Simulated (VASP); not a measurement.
# GaN: which input changes matter, part 3 of 3

Aim: change the input of a sound run on GaN piece by piece and see what each change does. All runs use LDA. The start is a cell from a database of measured crystal structures.

VASP 6.6.1; LDA; plane waves and PAW (Ga_d, N).

So far. Step 2 (Reference run): The pressure is -6.77 GPa and the largest force 0.053 eV/Å, so the cell is not at a minimum at these settings. Step 3 (A single point (LDA) with a changed input): Against the reference run the energy at zero smearing moves by -0.11 meV an atom and the pressure by -0.00 GPa.

The database entry behind the starting cell differs from later determinations by our own check (thin film, about 0.3 % long), so it need not match the best structure at ambient conditions.

### 8. Total energy, forces and stress (LDA) with a changed input, try 2

A single point gives energy, forces and stress at these settings. Some settings are moved from the usual, to see what they do.

INCAR reads:

```
SYSTEM = GaN
PREC = Accurate
ENCUT = 600
EDIFF = 1E-06
NELM = 100
ISMEAR = 1
SIGMA = 0.02
LREAL = .FALSE.
ALGO = Normal
GGA = CA
NBANDS = 24
LORBIT = 11
LWAVE = .FALSE.
LCHARG = .FALSE.
KPAR = 4
ISIF = 2
```

POSCAR reads:

```
GaN
1.0
    3.1972000000      0.0000000000      0.0000000000
   -1.5986000000      2.7688564210      0.0000000000
    0.0000000000      0.0000000000      5.2070000000
Ga N
2 2
Direct
    0.6666666667      0.3333333333      0.5912000000
    0.3333333333      0.6666666667      0.0912000000
    0.6666666667      0.3333333333      0.9688000000
    0.3333333333      0.6666666667      0.4688000000
```

KPOINTS reads:

```
Automatic mesh
0
Gamma
8 8 5
0 0 0
```

The projector-augmented-wave data sets are Ga_d and N (LDA family, release 64).

On the command line:

```bash
$ mpirun -np 4 vasp_std
```

The log of the run:

```text
[... set-up lines as in an earlier step ...]
 entering main loop
       N       E                     dE             d eps       ncg     rms          rms(c)
DAV:   1     0.290824590117E+03    0.29082E+03   -0.19698E+04  1528   0.303E+03
DAV:   2     0.428226956687E+01   -0.28654E+03   -0.27492E+03  1616   0.554E+02
DAV:   3    -0.308215272492E+02   -0.35104E+02   -0.34768E+02  1728   0.150E+02
DAV:   4    -0.318625177512E+02   -0.10410E+01   -0.10395E+01  1776   0.289E+01
DAV:   5    -0.318829043799E+02   -0.20387E-01   -0.20379E-01  1752   0.361E+00    0.105E+01
DAV:   6    -0.279048511810E+02    0.39781E+01   -0.12937E+01  2496   0.535E+01    0.313E+00
DAV:   7    -0.279354915597E+02   -0.30640E-01   -0.13010E+00  1552   0.911E+00    0.254E+00
DAV:   8    -0.278985389004E+02    0.36953E-01   -0.29874E-01  2392   0.594E+00    0.116E+00
DAV:   9    -0.278749913933E+02    0.23548E-01   -0.83419E-02  2376   0.448E+00    0.360E-01
DAV:  10    -0.278757040782E+02   -0.71268E-03   -0.63563E-03  1576   0.608E-01    0.143E-01
DAV:  11    -0.278754982008E+02    0.20588E-03   -0.13686E-03  2192   0.683E-01    0.586E-02
DAV:  12    -0.278755129688E+02   -0.14768E-04   -0.13984E-04  1520   0.795E-02    0.708E-02
DAV:  13    -0.278755164437E+02   -0.34749E-05   -0.23383E-06  1728   0.124E-02    0.798E-02
DAV:  14    -0.278755113110E+02    0.51326E-05   -0.69037E-07   936   0.163E-02    0.720E-02
DAV:  15    -0.278755051544E+02    0.61566E-05   -0.27927E-06  1368   0.135E-02    0.635E-02
DAV:  16    -0.278754979853E+02    0.71691E-05   -0.42458E-06  1584   0.181E-02    0.456E-02
DAV:  17    -0.278754912038E+02    0.67815E-05   -0.87061E-06  1832   0.308E-02    0.218E-02
DAV:  18    -0.278754898832E+02    0.13206E-05   -0.62630E-06  1808   0.188E-02    0.641E-03
DAV:  19    -0.278754897343E+02    0.14886E-06   -0.38719E-07   784   0.671E-03
   1 F= -.27875490E+02 E0= -.27875493E+02  d E =0.846448E-05
```

Elapsed: 7 s, on 4 MPI ranks of Intel Xeon 6975P-C (Granite Rapids), shared host; peak memory 0.66 GiB; 26 s of CPU time.

From OUTCAR (step 8):

```text
   ENCUT  =  600.0 eV  44.10 Ry    6.64 a.u.   6.39  6.39 10.40*2*pi/ulx,y,z

   NELECT =      36.0000    total number of electrons

 E-fermi :   4.9823

 k-point     1 :       0.0000    0.0000    0.0000
  band No.  band energies     occupation
    ...
     14       3.9369      2.00000
     15       3.9369      2.00000
     16       4.9411      2.01318
     17       4.9657      1.99341
     18       4.9657      1.99340
     19       6.8388      0.00000
     20       9.0597      0.00000
     21      13.9615      0.00000
     22      14.6259      0.00000
     23      14.6259      0.00000
    ...

  Total       -1.9588608     -1.9588608     -2.0065604      0.0000000      0.0000000      0.0000000
  in kB      -68.0857662    -68.0857662    -69.7437025      0.0000000      0.0000000      0.0000000
  external PRESSURE =     -68.6384117 kB  Pullay stress =       0.0000000 kB

 POSITION                                       TOTAL-FORCE (eV/Angst)
 -----------------------------------------------------------------------------------
      1.59860      0.92295      3.07838        -0.000000      0.000000      0.052045
     -0.00000      1.84590      0.47488        -0.000000     -0.000000      0.052045
      1.59860      0.92295      5.04454        -0.000000      0.000000     -0.052045
     -0.00000      1.84590      2.44104         0.000000     -0.000000     -0.052045
 -----------------------------------------------------------------------------------
    total drift:                               -0.000000      0.000000     -0.000664

  FREE ENERGIE OF THE ION-ELECTRON SYSTEM (eV)
  ---------------------------------------------------
  free  energy   TOTEN  =       -27.8754897343 eV

  energy  without entropy=      -27.8754981988  energy(sigma->0) =      -27.87549256

[... 6 parts as in an earlier step ...]

[... 10 further parts left out ...]
```

At this level the cell is under a tension of 6.9 GPa, so at these settings it is away from equilibrium. Methfessel-Paxton smearing is not meant for a cell with a gap.

Numbers from this step:

- SCF cycles: 19
- irreducible k-points: 30
- Fermi energy: 4.982 eV
- pressure: -6.864 GPa

Force by atom:

| atom | x (eV/Å) | y (eV/Å) | z (eV/Å) | size |
| --- | --- | --- | --- | --- |
| Ga1 | 0.0000 | 0.0000 | 0.0520 | 0.0520 |
| Ga2 | 0.0000 | 0.0000 | 0.0520 | 0.0520 |
| N3 | 0.0000 | 0.0000 | -0.0520 | 0.0520 |
| N4 | 0.0000 | 0.0000 | -0.0520 | 0.0520 |

Against the reference run the energy at zero smearing moves by -0.13 meV an atom and the pressure by -0.09 GPa.

### 9. Relaxing cell and atoms (LDA)

The start need not lie at this functional's minimum. ISIF = 3 frees volume, shape and positions, and EDIFFG sets the threshold on forces and stress at which the search stops.

INCAR reads:

```
SYSTEM = GaN
PREC = Accurate
ENCUT = 520
EDIFF = 1E-06
NELM = 100
ISMEAR = -1
SIGMA = 0.05
LREAL = .FALSE.
ALGO = Normal
GGA = CA
NBANDS = 24
LORBIT = 11
LWAVE = .FALSE.
LCHARG = .FALSE.
KPAR = 4
IBRION = 2
NSW = 60
ISIF = 3
EDIFFG = -0.01
```

POSCAR is that of step 8.

KPOINTS is that of step 8.

On the command line:

```bash
$ mpirun -np 4 vasp_std
```

The log of the run:

```text
[... set-up lines as in an earlier step ...]
 entering main loop
       N       E                     dE             d eps       ncg     rms          rms(c)
[... 19 cycles as in an earlier step ...]
   1 F= -.27874967E+02 E0= -.27874967E+02  d E =-.278750E+02
 curvature:   0.00 expect dE= 0.000E+00 dE for cont linesearch  0.000E+00
 trial: gam= 0.00000 g(F)=  0.536E-03 g(S)=  0.137E+00 ort = 0.000E+00 (trialstep = 0.100E+01)
 search vector abs. value=  0.138E+00
 bond charge predicted
       N       E                     dE             d eps       ncg     rms          rms(c)
[... 10 cycles as in an earlier step ...]
   2 F= -.27875869E+02 E0= -.27875869E+02  d E =-.901792E-03
[...]
3 F= -.27911087E+02 E0= -.27911087E+02  d E =-.361195E-01
[...]
4 F= -.27911181E+02 E0= -.27911181E+02  d E =-.945502E-04
[...]
5 F= -.27911183E+02 E0= -.27911183E+02  d E =-.960144E-04
 curvature:  -0.51 expect dE=-0.440E-04 dE for cont linesearch -0.610E-09
 trial: gam= 0.46875 g(F)=  0.226E-05 g(S)=  0.842E-04 ort = 0.474E-06 (trialstep = 0.925E+00)
 search vector abs. value=  0.128E-03
 bond charge predicted
       N       E                     dE             d eps       ncg     rms          rms(c)
DAV:   1    -0.279115622394E+02   -0.37931E-03   -0.10599E-02  1896   0.115E+00    0.118E-01
DAV:   2    -0.279113243893E+02    0.23785E-03   -0.87769E-04  1896   0.531E-01    0.640E-02
DAV:   3    -0.279112087131E+02    0.11568E-03   -0.19043E-04  2368   0.203E-01    0.130E-02
DAV:   4    -0.279112077163E+02    0.99678E-06   -0.39625E-05  1488   0.542E-02    0.320E-03
DAV:   5    -0.279112076467E+02    0.69612E-07   -0.28862E-06  1480   0.233E-02
   6 F= -.27911208E+02 E0= -.27911208E+02  d E =-.247785E-04
 trial-energy change:   -0.000025  1 .order   -0.000027   -0.000080    0.000027
 step:   0.6948(harm=  0.6948)  dis= 0.00037  next Energy=   -27.911213 (dE=-0.301E-04)
 reached required accuracy - stopping structural energy minimisation
```

The job ended after 12 s (4 MPI ranks; peak memory 0.63 GiB).

OUTCAR, selected parts (step 9):

```text
   NELECT =      36.0000    total number of electrons

 E-fermi :   6.4358

 k-point     1 :       0.0000    0.0000    0.0000
  band No.  band energies     occupation
    ...
     14       4.3051      2.00000
     15       4.3051      2.00000
     16       5.3271      2.00000
     17       5.3821      2.00000
     18       5.3821      2.00000
     19       7.4907      0.00000
     20       9.7326      0.00000
     21      14.5657      0.00000
     22      15.2549      0.00000
     23      15.2549      0.00000
    ...

  Total        0.0189483      0.0189483     -0.0013799      0.0000000      0.0000000      0.0000000
  in kB        0.6831630      0.6831630     -0.0497510      0.0000000      0.0000000      0.0000000
  external PRESSURE =       0.4388583 kB  Pullay stress =       0.0000000 kB

 POSITION                                       TOTAL-FORCE (eV/Angst)
 -----------------------------------------------------------------------------------
      1.57854      0.91137      3.04684        -0.000000     -0.000000     -0.001524
     -0.00000      1.82274      0.47275        -0.000000     -0.000000     -0.001524
      1.57854      0.91137      4.98431         0.000000      0.000000      0.001524
     -0.00000      1.82274      2.41022         0.000000      0.000000      0.001524
 -----------------------------------------------------------------------------------
    total drift:                               -0.000000     -0.000000     -0.002061

  FREE ENERGIE OF THE ION-ELECTRON SYSTEM (eV)
  ---------------------------------------------------
  free  energy   TOTEN  =       -27.9112076467 eV

  energy  without entropy=      -27.9112076467  energy(sigma->0) =      -27.91120765

 reached required accuracy - stopping structural energy minimisation

[... 8 parts as in an earlier step ...]

[... 9 further parts left out ...]
```

The run keeps the 12 symmetry operations of its start, so it cannot find a distortion of lower symmetry.

Relaxation path:

| step | energy less that of the first step (eV) | largest force (eV/Å) | pressure (GPa) | volume (Å³) |
| --- | --- | --- | --- | --- |
| 1 | 0.0000 | 0.0527 | -6.77 | 46.10 |
| 2 | -0.0009 | 0.0018 | 7.54 | 42.92 |
| 3 | -0.0361 | 0.0305 | 0.02 | 44.46 |
| 4 | -0.0362 | 0.0005 | -0.04 | 44.46 |
| 5 | -0.0362 | 0.0034 | -0.07 | 44.46 |
| 6 | -0.0362 | 0.0015 | 0.04 | 44.44 |

| conventional cell, symmetrised | before | after | change |
| --- | --- | --- | --- |
| a (Å) | 3.197 | 3.157 | -1.3 % |
| b (Å) | 3.197 | 3.157 | -1.3 % |
| c (Å) | 5.207 | 5.148 | -1.1 % |
| volume (Å³/atom) | 11.52 | 11.11 | -3.6 % |

Final coordinates:

```xyz
4
Lattice="3.1571 0.0000 0.0000 -1.5785 2.7341 0.0000 0.0000 0.0000 5.1482" Properties=species:S:1:pos:R:3 pbc="T T T"
Ga    1.5785    0.9114    3.0468
Ga    0.0000    1.8227    0.4728
N     1.5785    0.9114    4.9843
N     0.0000    1.8227    2.4102
```

This step gave:

* free energy (TOTEN): -27.91 eV
* Fermi energy: 6.436 eV
* pressure: 0.04389 GPa
* SCF cycles over all ionic steps: 50
* gap on the k-mesh: 2.109 eV
* least direct gap on the k-mesh: 2.109 eV

It ends with a largest force of 0.002 eV/Å and a pressure of 0.04 GPa.

### 10. Side by side

| changed | job | ended | energy (meV/atom) | pressure (GPa) |
| --- | --- | --- | --- | --- |
| AMIX = 0.6, k = 10×10×6 | single point | converged | -0.11 | -0.00 |
| IVDW = 5 | single point | converged | +0.00 | +0.00 |
| EDIFF = 1e-08, PREC = Low | single point | converged | +0.16 | +0.09 |
| ISIF = 6, NELMDL = -12 | relaxation | not converged | - | - |
| NELM = 81, NSW = 2 | relaxation | not converged | - | - |
| ENCUT = 600, ISMEAR = 1, SIGMA = 0.02 | single point | converged | -0.13 | -0.09 |

### 11. What came out

| Item | Value |
| --- | --- |
| AMIX = 0.6, k = 10×10×6 (single point) | converged, -0.11 meV/atom |
| IVDW = 5 (single point) | converged, +0.00 meV/atom |
| EDIFF = 1e-08, PREC = Low (single point) | converged, +0.16 meV/atom |
| ISIF = 6, NELMDL = -12 (relaxation) | not converged |
| NELM = 81, NSW = 2 (relaxation) | not converged |
| ENCUT = 600, ISMEAR = 1, SIGMA = 0.02 (single point) | converged, -0.13 meV/atom |

**Reading.** Changes that show themselves, by a stop, a warning or no convergence: ISIF = 6, NELMDL = -12; NELM = 81, NSW = 2 (where several settings stand together, the step names the one at fault, if it is known). Changes with no effect beyond 1 meV an atom and 0.1 GPa here: AMIX = 0.6, k = 10×10×6; IVDW = 5; EDIFF = 1e-08, PREC = Low; ENCUT = 600, ISMEAR = 1, SIGMA = 0.02. Differences of single points are from the reference run, and of volumes from the sound relaxation.

[Lines on the potential files, build, host, timing and source positions are cut from VASP's logs without a mark.]

[Logs are printed without paths, hosts, clocks, repeated set-up lines and the standing remarks that a program may print on its own settings, such as how far it seeks lower states.]

[Hosts, paths, dates, database ids (printed as entryN), source tags and the programs' standing remarks are cut or masked in the printed files.]

[A measured line is paired with the nearest computed mode of its activity, which favours agreement.]

[In band tables of VASP the shares of atoms and orbitals are scaled to a sum of 1 inside the atoms' spheres.]
